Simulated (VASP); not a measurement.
Calculation: PBE GGA, VASP's PBE PAW potentials (set 64) (plane waves; VASP).

VASP ran on this input.

### INCAR
```
ALGO = Normal
EDIFF = 1E-6
ENCUT = 520
GGA = PE
ISIF = 2
ISMEAR = 0
LASPH = T
LCHARG = F
LREAL = Auto
LWAVE = F
NELM = 100
PREC = Accurate
SIGMA = 0.05
SYSTEM = KF
```

### POSCAR
```
KF
1
    0.0000000000     2.6986480000     2.6947740000
    2.7028090000     0.0000000000     2.6947740000
    2.7028090000     2.6986480000     0.0000000000
K F
1 1
Direct
  0.0000000000   0.0000000000   0.0000000000
  0.4961330000   0.5038670000   0.5038670000
```

File KPOINTS:
```
Automatic mesh
0
Gamma
8 8 8
0 0 0
```

POTCAR, in this order: K_sv F (PBE.64 set). Program: vasp_std.

Output of the run:

File OSZICAR:
```
       N       E                     dE             d eps       ncg     rms          rms(c)
DAV:   1     0.118299427322E+03    0.11830E+03   -0.84541E+03  2280   0.129E+03
DAV:   2    -0.476539006690E+01   -0.12306E+03   -0.11335E+03  2988   0.332E+02
DAV:   3    -0.944794509400E+01   -0.46826E+01   -0.46620E+01  2900   0.617E+01
DAV:   4    -0.956952077221E+01   -0.12158E+00   -0.12148E+00  3548   0.859E+00
DAV:   5    -0.957068489352E+01   -0.11641E-02   -0.11641E-02  2908   0.928E-01    0.629E+00
DAV:   6    -0.832568154901E+01    0.12450E+01   -0.43860E+00  2524   0.181E+01    0.369E+00
DAV:   7    -0.829900120656E+01    0.26680E-01   -0.12314E-01  3144   0.311E+00    0.222E+00
DAV:   8    -0.829521602498E+01    0.37852E-02   -0.56073E-02  2476   0.278E+00    0.206E-01
DAV:   9    -0.829691380387E+01   -0.16978E-02   -0.63679E-03  3176   0.659E-01    0.121E-01
DAV:  10    -0.829747037728E+01   -0.55657E-03   -0.88490E-04  2568   0.297E-01    0.596E-02
DAV:  11    -0.829760413065E+01   -0.13375E-03   -0.34996E-04  2524   0.152E-01    0.198E-02
DAV:  12    -0.829759595588E+01    0.81748E-05   -0.60215E-05  2892   0.655E-02    0.690E-03
DAV:  13    -0.829759556540E+01    0.39048E-06   -0.47475E-06  2572   0.219E-02
   1 F= -.82975956E+01 E0= -.82975956E+01  d E =-.720938E-22
```

**OUTCAR**
```
------------------------ aborting loop because EDIFF is reached ----------------------------------------
  FORCE on cell =-STRESS in cart. coord.  units (eV):
  Direction    XX          YY          ZZ          XY          YZ          ZX
  --------------------------------------------------------------------------------------
  Total        0.1016157      0.1109600      0.1264501      0.0000000      0.0000000      0.0000000
  in kB        4.1414982      4.5223387      5.1536597      0.0000000      0.0000000      0.0000000
  external PRESSURE =       4.6058322 kB  Pullay stress =       0.0000000 kB
  volume of cell :       39.31
      direct lattice vectors                 reciprocal lattice vectors
     0.000000000  2.698648000  2.694774000    -0.184992724  0.185277961  0.185544317
     2.702809000  0.000000000  2.694774000     0.184992724 -0.185277961  0.185544317
     2.702809000  2.698648000  0.000000000     0.184992724  0.185277961 -0.185544317
  FREE ENERGIE OF THE ION-ELECTRON SYSTEM (eV)
  ---------------------------------------------------
  free  energy   TOTEN  =        -8.2975955654 eV

  energy  without entropy=       -8.2975955654  energy(sigma->0) =       -8.29759557
```
(Selected blocks of OUTCAR.)

The compound is KF in the rock salt structure. The cell was not relaxed at this level, atoms are displaced from their ideal sites. The run is one of a series of settings (LREAL = Auto against the base run), some of them coarse on purpose.
